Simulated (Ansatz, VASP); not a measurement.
**TiFe in two plane-wave programs**

Aim: how closely do two programs agree when they are given the same cell, functional and k mesh? The cell is taken from a series of runs on this material, whose earlier steps may have relaxed, scaled, displaced or heated it; both programs get it as it stands.

Main program and level: Ansatz 0.2.0; plane waves, with VASP 6.6.1 beside it; relaxation of cell and atoms at PBEsol and zone-centre phonons at PBEsol.

### Step 1. Starting point

It takes space group Pm-3m (No. 221, cubic). Conventional cell: a = 2.920 Å, b = 2.920 Å, c = 2.920 Å, α = 90.00°, β = 90.00°, γ = 90.00°. Nearest to Ti lie 8 Fe at 2.53 Å. Fe has 8 Ti at 2.53 Å nearest. Farther neighbours are not listed.

### Step 2. VASP: relaxation of cell and atoms, PBEsol

The relaxed volume is the usual yardstick between codes: in a stiff, nearly cubic crystal its relative difference is about their pressure difference at one cell divided by the bulk modulus.

Lines of VASP's logs that name or quote its potential files are left out, and so is its time.

INCAR

```
SYSTEM = TiFe
PREC = Accurate
ENCUT = 600
EDIFF = 1E-07
NELM = 120
ISMEAR = 0
SIGMA = 0.1
LREAL = .FALSE.
ALGO = Normal
GGA = PS
NBANDS = 16
LASPH = .TRUE.
LORBIT = 11
LWAVE = .FALSE.
LCHARG = .FALSE.
ISIF = 3
IBRION = 2
NSW = 80
EDIFFG = -0.005
GGA_COMPAT = .FALSE.
NELMIN = 4
KPAR = 2
```

POSCAR

```
TiFe
1.0
    2.9199790000      0.0000000000      0.0000000000
    0.0000000000      2.9199790000      0.0000000000
    0.0000000000      0.0000000000      2.9199790000
Ti Fe
1 1
Direct
    0.5000001712      0.5000001712      0.5000001712
    0.0000000000      0.0000000000      0.0000000000
```

KPOINTS

```
Automatic mesh
0
Gamma
10 10 10
0 0 0
```

Potentials, in the order of the species: Ti_sv and Fe (PBE family, release 64).

Run with:

```sh
mpirun -np 2 vasp_std
```

Numbers of over 12 decimals in the logs are rounded to 6 here.

Log:

```text
[banner, memory and clock lines left out]
running    2 mpi-ranks, on    1 nodes
 distrk:  each k-point on    1 cores,    2 groups
 distr:  one band on    1 cores,    1 groups

 POSCAR found type information on POSCAR TiFe
 POSCAR found :  2 types and       2 ions
|                                                                             |
|               ----> ADVICE to this user running VASP <----                  |
|                                                                             |
|     You enforced a specific xc type in the INCAR file but a different       |
|     [... a line on the potential file left out ...]
|     I HOPE YOU KNOW WHAT YOU ARE DOING!                                     |
|                                                                             |

 LDA part: xc-table for (Slater+PW92), standard interpolation
 POSCAR, INCAR and KPOINTS ok, starting setup
 FFT: planning ... GRIDC
 FFT: planning ... GRID_SOFT
 FFT: planning ... GRID
 WAVECAR not read
 entering main loop
       N       E                     dE             d eps       ncg     rms          rms(c)
DAV:   1     0.167922796504E+03    0.16792E+03   -0.11506E+04  1840   0.179E+03
DAV:   2    -0.711452445155E+01   -0.17504E+03   -0.16935E+03  1888   0.388E+02
DAV:   3    -0.204504634784E+02   -0.13336E+02   -0.13198E+02  3032   0.103E+02
DAV:   4    -0.209204429633E+02   -0.46998E+00   -0.46949E+00  2000   0.157E+01
DAV:   5    -0.209438259122E+02   -0.23383E-01   -0.23380E-01  2624   0.309E+00    0.170E+01
DAV:   6    -0.207987491823E+02    0.14508E+00   -0.26620E+01  1872   0.676E+01    0.160E+01
DAV:   7    -0.192577453051E+02    0.15410E+01   -0.23277E+01  2384   0.528E+01    0.131E+01
DAV:   8    -0.182426140741E+02    0.10151E+01   -0.43200E+00  2488   0.226E+01    0.278E+00
DAV:   9    -0.182195297540E+02    0.23084E-01   -0.12316E-01  2032   0.369E+00    0.187E+00
DAV:  10    -0.182239878680E+02   -0.44581E-02   -0.92449E-02  2416   0.337E+00    0.389E-01
DAV:  11    -0.182225231168E+02    0.14648E-02   -0.84715E-03  2176   0.108E+00    0.157E-01
DAV:  12    -0.182224356556E+02    0.87461E-04   -0.43705E-04  2224   0.201E-01    0.914E-02
DAV:  13    -0.182223481303E+02    0.87525E-04   -0.10450E-04  1952   0.887E-02    0.326E-02
DAV:  14    -0.182223410037E+02    0.71265E-05   -0.27900E-05  2104   0.512E-02    0.901E-03
DAV:  15    -0.182223413024E+02   -0.29868E-06   -0.25570E-06  2240   0.176E-02    0.257E-03
DAV:  16    -0.182223414080E+02   -0.10554E-06   -0.22407E-07  1288   0.529E-03    0.110E-03
DAV:  17    -0.182223414398E+02   -0.31818E-07   -0.51291E-08   896   0.322E-03
   1 F= -.18222341E+02 E0= -.18220542E+02  d E =-.182223E+02
 curvature:   0.00 expect dE= 0.000E+00 dE for cont linesearch  0.000E+00
 trial: gam= 0.00000 g(F)=  0.000E+00 g(S)=  0.381E-02 ort = 0.000E+00 (trialstep = 0.100E+01)
 search vector abs. value=  0.381E-02
 bond charge predicted
       N       E                     dE             d eps       ncg     rms          rms(c)
DAV:   1    -0.182888019265E+02   -0.66461E-01   -0.15756E+00  1840   0.181E+01    0.244E+00
DAV:   2    -0.183138154188E+02   -0.25013E-01   -0.77777E-01  2032   0.116E+01    0.359E+00
DAV:   3    -0.182343322645E+02    0.79483E-01   -0.60523E-01  2488   0.885E+00    0.139E+00
DAV:   4    -0.182199621666E+02    0.14370E-01   -0.45096E-02  2536   0.222E+00    0.208E-01
DAV:   5    -0.182207737630E+02   -0.81160E-03   -0.28538E-03  2568   0.317E-01    0.197E-01
DAV:   6    -0.182214913680E+02   -0.71760E-03   -0.14090E-03  3016   0.213E-01    0.112E-01
DAV:   7    -0.182216967567E+02   -0.20539E-03   -0.51381E-04  2424   0.183E-01    0.194E-02
DAV:   8    -0.182217009914E+02   -0.42347E-05   -0.96782E-05  2232   0.658E-02    0.231E-02
DAV:   9    -0.182217056808E+02   -0.46894E-05   -0.20341E-05  1968   0.418E-02    0.512E-03
DAV:  10    -0.182217056471E+02    0.33731E-07   -0.13337E-06  2360   0.779E-03    0.680E-04
DAV:  11    -0.182217056692E+02   -0.22131E-07   -0.47351E-08  1024   0.212E-03
   2 F= -.18221706E+02 E0= -.18220047E+02  d E =0.635771E-03
 trial-energy change:    0.000636  1 .order    0.000684   -0.003815    0.005184
 step:   0.4319(harm=  0.4239)  dis= 0.00000  next Energy=   -18.223169 (dE=-0.828E-03)
 bond charge predicted
       N       E                     dE             d eps       ncg     rms          rms(c)
DAV:   1    -0.182446596996E+02   -0.22954E-01   -0.51188E-01  1824   0.104E+01    0.137E+00
DAV:   2    -0.182497964936E+02   -0.51368E-02   -0.24378E-01  2056   0.638E+00    0.195E+00
DAV:   3    -0.182272817294E+02    0.22515E-01   -0.19039E-01  2560   0.495E+00    0.815E-01
DAV:   4    -0.182226177392E+02    0.46640E-02   -0.15230E-02  2464   0.130E+00    0.121E-01
DAV:   5    -0.182228920190E+02   -0.27428E-03   -0.84815E-04  2712   0.214E-01    0.124E-01
DAV:   6    -0.182230822708E+02   -0.19025E-03   -0.43496E-04  3008   0.111E-01    0.705E-02
DAV:   7    -0.182231682868E+02   -0.86016E-04   -0.18135E-04  2408   0.108E-01    0.996E-03
DAV:   8    -0.182231713190E+02   -0.30322E-05   -0.41423E-05  2576   0.337E-02    0.133E-02
DAV:   9    -0.182231725125E+02   -0.11935E-05   -0.70728E-06  1920   0.233E-02    0.232E-03
DAV:  10    -0.182231724940E+02    0.18470E-07   -0.56021E-07  2256   0.410E-03
   3 F= -.18223172E+02 E0= -.18221436E+02  d E =-.831054E-03
 curvature:  -0.21 expect dE=-0.230E-07 dE for cont linesearch -0.230E-07
 trial: gam= 0.00000 g(F)=  0.219E-46 g(S)=  0.109E-06 ort =-0.204E-04 (trialstep = 0.886E+00)
 search vector abs. value=  0.109E-06
 reached required accuracy - stopping structural energy minimisation
```

Parts of OUTCAR (step 2):

```text
ion  position               nearest neighbor table
   1  0.500  0.500  0.500-   2 2.53   2 2.53   2 2.53   2 2.53   2 2.53   2 2.53   2 2.53   2 2.53

  LATTYP: Found a simple cubic cell.
 ALAT       =     2.9199790000

 Subroutine GETGRP returns: Found 48 space group operations
 (whereof 48 operations were pure point group operations)

The static configuration has the point symmetry O_h .

 Found     56 irreducible k-points:

   k-points           NKPTS =     56   k-points in BZ     NKDIM =     56   number of bands    NBANDS=     16

   dimension x,y,z NGX =    24 NGY =   24 NGZ =   24
   dimension x,y,z NGXF=    48 NGYF=   48 NGZF=   48

   ENCUT  =  600.0 eV  44.10 Ry    6.64 a.u.   5.83  5.83  5.83*2*pi/ulx,y,z

   NELECT =      20.0000    total number of electrons

 k-points in reciprocal lattice and weights: Automatic mesh
   0.00000000  0.00000000  0.00000000       0.001
   0.10000000  0.00000000  0.00000000       0.006
   0.20000000  0.00000000  0.00000000       0.006
   0.30000000  0.00000000  0.00000000       0.006
   0.40000000  0.00000000  0.00000000       0.006
   0.50000000  0.00000000  0.00000000       0.003
   0.10000000  0.10000000  0.00000000       0.012
   0.20000000  0.10000000  0.00000000       0.024
   0.30000000  0.10000000  0.00000000       0.024
[...]
0.50000000  0.50000000  0.40000000       0.006
   0.50000000  0.50000000  0.50000000       0.001

 average (electrostatic) potential at core
       1 -71.7039       2 -40.2432

 E-fermi :   8.8193

 k-point     1 :       0.0000    0.0000    0.0000
  band No.  band energies     occupation
    ...
      6       4.8203      2.00000
      7       4.8203      2.00000
      8       7.7510      2.00000
      9       7.7510      2.00000
     10       7.7510      2.00000
     11      10.1239      0.00000
     12      10.1239      0.00000
     13      12.1771      0.00000
     14      12.1771      0.00000
     15      12.1771      0.00000
    ...

 k-point     2 :       0.1000    0.0000    0.0000
  band No.  band energies     occupation
    ...
      6       4.9233      2.00000
      7       4.9350      2.00000
      8       7.7357      2.00000
      9       7.7357      2.00000
     10       7.7985      2.00000
     11       9.9916      0.00000
     12      10.1739      0.00000
     13      11.8653      0.00000
     14      11.8653      0.00000
     15      12.1161      0.00000
    ...

 k-point     3 :       0.2000    0.0000    0.0000
  band No.  band energies     occupation
    ...
      6       5.2232      2.00000
      7       5.2248      2.00000
      8       7.7031      2.00000
      9       7.7031      2.00000
     10       7.9293      2.00000
     11       9.6129      0.00000
     12      10.2791      0.00000
     13      11.1715      0.00000
     14      11.1715      0.00000
     15      11.9497      0.00000
    ...

  Total        0.0012255      0.0012255      0.0012255     -0.0000000     -0.0000000      0.0000000
  in kB        0.0794343      0.0794343      0.0794343     -0.0000000     -0.0000000      0.0000000
  external PRESSURE =       0.0794343 kB  Pullay stress =       0.0000000 kB

  energy-cutoff  :      600.00
  volume of cell :       24.72
      direct lattice vectors                 reciprocal lattice vectors
     2.912994295 -0.000000000  0.000000000     0.343289378  0.000000000 -0.000000000
    -0.000000000  2.912994295  0.000000000     0.000000000  0.343289378  0.000000000
     0.000000000 -0.000000000  2.912994295    -0.000000000 -0.000000000  0.343289378

 POSITION                                       TOTAL-FORCE (eV/Angst)
 -----------------------------------------------------------------------------------
      1.45650      1.45650      1.45650         0.000000      0.000000      0.000000
      0.00000      0.00000      0.00000        -0.000000     -0.000000      0.000000
 -----------------------------------------------------------------------------------
    total drift:                               -0.000949     -0.000949     -0.000949

  FREE ENERGIE OF THE ION-ELECTRON SYSTEM (eV)
  ---------------------------------------------------
  free  energy   TOTEN  =       -18.2231724940 eV

  energy  without entropy=      -18.2196986621  energy(sigma->0) =      -18.22143558

 reached required accuracy - stopping structural energy minimisation

 total charge
# of ion       s       p       d       tot
------------------------------------------
    1        2.276   6.218   1.944  10.438
    2        0.531   0.515   6.417   7.463
--------------------------------------------------
tot          2.807   6.733   8.361  17.900

[... 3 further parts left out ...]
```

This run has no spin polarisation, so a moment on Fe, if there is one, isn't seen. The run keeps the 48 symmetry operations of its start, so it cannot find a distortion of lower symmetry.

### Step 3. Ansatz: relaxation of cell and atoms, PBEsol

Ansatz runs on its default PAW (the set named soft_2) files.

The same cell, functional, mesh and smearing now go to Ansatz, which takes its cutoff from its data sets.

input.yaml

```yaml
crystal:
  lattice:
    - [2.9199791784, 0.0, 0.0]
    - [0.0, 2.9199791784, 0.0]
    - [0.0, 0.0, 2.9199791784]
  atoms:
    - { symbol: Ti, position: [0.5, 0.5, 0.5] }
    - { symbol: Fe, position: [0.0, 0.0, 0.0] }
kpoints:
  mp_grid: { grid: [10, 10, 10] }
hamiltonian:
  xc: pbesol
scf:
  occupations: { method: gaussian, width: 0.1 }
output:
  forces: true
  stress: true
  eigenvalues: true
  write_density: true
  write_potential: true
  elf: true
  volumetric_format: npy
relax:
  adjacent_minimum: "off"
  f_tol: 0.005
  max_steps: 80
  cell: { stress_tol: 0.05 }
```

Run with:

```sh
ansatz run input.yaml --threads 4 --pin off --max-ram 8192MiB --backend cpu --events-out ev --progress --plain --runs-dir out
```

Log:

```text
Engine: ansatz 0.2.0, aarch64-unknown-linux-gnu
Pseudopotentials: kind: paw
Pseudopotential: Ti, paw, valence charge 12, recommended cutoff 420 eV (normal), Ti.paw.azcp
Pseudopotential: Fe, paw, valence charge 16, recommended cutoff 420 eV (normal), Fe.paw.azcp
Functional definition: PBEsol
  exchange = pbesol_x
  correlation = pbesol_c
Crystal: 2 atoms, lattice volume = 24.897 Å³
Basis set: ecut = 420 eV, 461 PW (Γ), exchange–correlation on 40×40×40 points (8 copies of the dense FFT grid, shifted against one another)
Bands: 18, of which v1, the nominal top of the filled ones, is band 14 counted from 1 (13 counted from 0)
Symmetry: 48 space group operations
Space group: Pm-3m (ITA 221), of the structure as read, at distance tolerance 2.9e-5 Å
k-points: 56 of 1000
Non-local potential: Ti, projectors of the file, l = 0: 3, l = 1: 2, l = 2: 3, l = 3: 1
Non-local potential: Fe, projectors of the file, l = 0: 3, l = 1: 2, l = 2: 3, l = 3: 1
PAW form: soft (Blöchl's): semilocal exchange-correlation on the pseudo side does not see the compensation charge
PAW frozen core: Ti, regenerated for the run's functional, and the local potential with it (the file was generated under x = pbe(κ = 0.804, μ = 0.219515), c = pbe(β = 0.066725))
PAW frozen core: Fe, regenerated for the run's functional, and the local potential with it (the file was generated under x = pbe(κ = 0.804, μ = 0.219515), c = pbe(β = 0.066725))
PAW one-centre angular grid: Ti, 590 points (default); XC on 64 Gauss nodes
PAW one-centre angular grid: Fe, 590 points (default); XC on 64 Gauss nodes
Initial density: superposition of atomic densities (neutral atoms: chi_scale 0, normalization atom), corrected by the library's trained network
Initial wavefunctions: pseudopotential atomic-orbital guess
Functional: x = pbesol(κ = 0.804, μ = 0.123457), c = pbesol(β = 0.046)
SCF iter   1: F=—  HF=-6923.706448 eV  |F-HF|=—  |Δ(HF+E_count)|=         —  Δρ=2.20e-2  dr2=9.95e-2  ethr=1.77e-3  ⟨swp⟩=3.7  Hψ=3752  notcnv=0
preconditioner: auto → none  [metal: Δε(μ)=0.078 eV  Ē_g=3.892 eV  σ=0.100 eV  W_gap=0.40  n_scr=6 (ndim 8)  ℏωp=25.8 eV  f_vac=0.000  D(μ)=0.68/eV (n_scr^D=6)  sad-step TF]
SCF iter   2: F=—  HF=-6923.699702 eV  |F-HF|=—  |Δ(HF+E_count)|=   6.75e-3  Δρ=8.95e-3  dr2=1.89e-2  ethr=3.55e-4  ⟨swp⟩=2.0  Hψ=1668  notcnv=0
SCF iter   3: F=—  HF=-6923.698668 eV  |F-HF|=—  |Δ(HF+E_count)|=   1.03e-3  Δρ=1.80e-3  dr2=6.77e-4  ethr=6.73e-5  ⟨swp⟩=1.0  Hψ=1008  notcnv=0
SCF iter   4: F=—  HF=-6923.698624 eV  |F-HF|=—  |Δ(HF+E_count)|=   4.41e-5  Δρ=2.91e-4  dr2=1.10e-5  ethr=2.42e-6  ⟨swp⟩=2.1  Hψ=1160  notcnv=0
SCF iter   5: F=—  HF=-6923.698624 eV  |F-HF|=—  |Δ(HF+E_count)|=   8.27e-7  Δρ=1.57e-5  dr2=3.96e-8  ethr=3.94e-8  ⟨swp⟩=2.1  Hψ=1293  notcnv=0
SCF iter   6: F=-6923.698624 eV  HF=-6923.698624 eV  |F-HF|=1.09e-11  |Δ(HF+E_count)|=   2.46e-8  Δρ=1.67e-6  dr2=1.74e-10  ethr=1.42e-10  ⟨swp⟩=5.1  Hψ=5604  notcnv=0
SCF 1 converged in 6 iterations: F = -6923.698624 eV  dr2 = 1.74e-10
  greatest PAW one-centre occupation: 1.000 electrons in one spin orbital (limit 2), on the Fe atom at site 1 (counted from 0), in its partial waves of l = 0
relax step   1: F+E_penalty+E_count = -6923.69862438 eV  Δ(F+E_penalty+E_count) = +0.000e0 eV  max|allowed force component| = 3.162e-29 eV/Å  Δτ_max = 0.0000 Å  P = -1.007 GPa  Ω = 24.897 Å³  (6 SCF iters, dr2 threshold 1.00e-7 eV, accepted)
[...]
relax step   2: F+E_penalty+E_count = -6923.69903964 eV  Δ(F+E_penalty+E_count) = -4.153e-4 eV  max|allowed force component| = 2.077e-29 eV/Å  Δτ_max = 0.0000 Å  P = -0.094 GPa  Ω = 24.788 Å³  energy of the carried Pulay correction = +4.064e-5 eV  (6 SCF iters, dr2 threshold 2.00e-7 eV, accepted)
[...]
relax step   3: F+E_penalty+E_count = -6923.69904707 eV  Δ(F+E_penalty+E_count) = -7.431e-6 eV  max|allowed force component| = 1.282e-29 eV/Å  Δτ_max = 0.0000 Å  P = +0.001 GPa  Ω = 24.777 Å³  energy of the carried Pulay correction = +4.482e-5 eV  (6 SCF iters, accepted)
[...]
relax step   4: F+E_penalty+E_count = -6923.69900994 eV  Δ(F+E_penalty+E_count) = +3.713e-5 eV  max|allowed force component| = 1.709e-30 eV/Å  Δτ_max = 0.0000 Å  P = -0.003 GPa  Ω = 24.777 Å³  stress off target by 2.70e-3 GPa  SCF on the basis re-selected at this cell (its energy is not comparable with the rows above)  (8 SCF iters)
basis re-selected at this cell: Δ(F+E_penalty+E_count) = +3.713e-5 eV, ΔP = -0.003 GPa vs the last step (what re-selecting the basis moved, of the pressure what is left beyond the Pulay correction that the steps carried, after the strain that the cell walked since its last selection, with what the two solves' SCF thresholds leave and, on support functions, any second-order correction that the steps lacked; it is no m [...]
SCF converged after 8 iterations
Free energy (F): -6923.699010 eV
Harris-Foulkes:  -6923.699010 eV  (|F-HF|=2.73e-12)
Internal energy: -6923.695488 eV  (E = F + TS)
E sigma→0 (E₀):  -6923.697249 eV
Entropy (-TS):   -0.003522 eV (-1.761 meV/atom)
Fermi energy:    18.170993 eV
--- Per-component energies (eV) ---
  E_band       = -320.780585
  E_kinetic    = 632.517467
  E_local      = -2854.120486  (includes V_loc(G=0)·N_el)
  E_nonlocal   = 223.479399
  E_hartree    = 1210.498098
  E_xc         = -216.999108
  E_vxc        = -277.174013  (∫ρ·V_xc dr)
  E_paw        = -2355.981872  (= ΣΔE_a)
  E_vpaw       = -466.480079  (= ΣTr[D̂ρ^β])
  E_aug_tail   = 0.000931  (compensation charges beyond the density's cutoff)
  E_ewald      = -3563.408502
  E_core_change = 0.318586  (= ΣΔE_core)
  E_smearing   = -0.003522  (= −TS)
  E_closure    = -0.000000  (closes the sum)
  Σ components = -6923.699010   (vs F -6923.699010, Δ=0.00e0)
--- Forces (eV/Å), atoms counted from 1 ---
  atom   1  Ti    -0.00000000     0.00000000     0.00000000
  atom   2  Fe    -0.00000000    -0.00000000     0.00000000
  max |Σ_I F_I| component: 3.94e-30 eV/Å
--- Stress (GPa, compression-positive) ---
       -0.002705       0.000000      -0.000000
        0.000000      -0.002705      -0.000000
       -0.000000      -0.000000      -0.002705
  P = ⅓ Tr σ = -0.0027 GPa (-0.027 kbar)
--- Band table (eV; the first three rows and the last of 56) ---
  k-point 0: bands = [... 10 lower, 14.1609, 17.1015, 17.1015, 17.1015, 19.4853, 19.4853, 21.5422, 21.5422]
  k-point 1: bands = [... 10 lower, 14.2752, 17.0859, 17.0859, 17.1492, 19.3513, 19.5354, 21.2258, 21.2258]
  k-point 2: bands = [... 10 lower, 14.5637, 17.0529, 17.0529, 17.2808, 18.9683, 19.6399, 20.5245, 20.5245]
  k-point 55: bands = [... 10 lower, 15.9444, 16.1256, 16.1256, 16.1256, 18.2313, 18.2313, 21.8644, 21.8644]
--- Relaxed structure (3 steps of the walk, 3 accepted, 1 SCFs on fresh bases) ---
  F+E_penalty+E_count = -6923.69900994 eV   max|allowed force component| = 1.709e-30 eV/Å   (the final SCF, on the basis selected at the relaxed cell)
  cell:  # Å, volume = 24.7767 Å³
    - [2.915286, 0, 0]
    - [0, 2.915286, 0]
    - [0, 0, 2.915286]
  atoms:
    - { symbol: Ti, position: [0.5, 0.5, 0.5] }
    - { symbol: Fe, position: [0, 0, 0] }
```

The column dr2 measures how far the density is from self-consistency, as an energy; F and HF (Harris–Foulkes) agree once it is small.

### Step 4. Side by side

Known differences besides the potentials themselves: the data sets hold 28 valence electrons in Ansatz (on its default PAW (the set named soft_2) files) and 20 in VASP; the cutoff is 420 eV in Ansatz and 600 eV in VASP; Ansatz makes its cores anew for this functional, VASP keeps those of its PBE data sets; Ansatz adds a Pulay correction to the stress that steers its cell, VASP none. Total energies have different zeros and are not compared.

The two programs side by side:

| quantity | Ansatz | VASP | difference |
| --- | --- | --- | --- |
| volume (Å³) | 24.78 | 24.72 | +0.24 % |
| edge a after relaxation, in the typed setting (Å) | 2.915 | 2.913 | +0.08 % |

[end of part 1 of 2]

[Lines on the potential files, build, host, timing and source positions are cut from VASP's logs without a mark.]

[Logs are printed without paths, hosts, clocks, repeated set-up lines and the standing remarks that a program may print on its own settings, such as how far it seeks lower states.]

[Hosts, paths, dates, database ids (printed as entryN), source tags and the programs' standing remarks are cut or masked in the printed files.]
